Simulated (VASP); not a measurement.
Consider the following.

```xyz
3
Lattice="0.0000 3.1625 3.1625 3.1625 0.0000 3.1625 3.1625 3.1625 0.0000" Properties=species:S:1:pos:R:3 pbc="T T T"
Mg     1.5812     1.5812     1.5812
Mg     4.7437     4.7437     4.7437
Si     0.0000     0.0000     0.0000
```

Method: AM05 GGA, VASP's PBE PAW potentials (set 64) (plane waves; VASP). Settings: 520 eV cut-off, 6×6×6 Γ-centred mesh, Gaussian smearing of 0.050 eV, potentials Mg Si.

Q: What does the run give for the energy per atom (σ→0), band gap (on the k-mesh) with the smallest direct gap where there is one?

A: 
The band gap (on the k-mesh) comes out as 0.11 eV and the smallest direct gap (on the k-mesh) is 1.93 eV. The energy per atom (σ→0) comes out as -3.071 eV/atom.

The compound is Mg2Si in the antifluorite structure. It was relaxed first. The start is the result of an earlier pass.
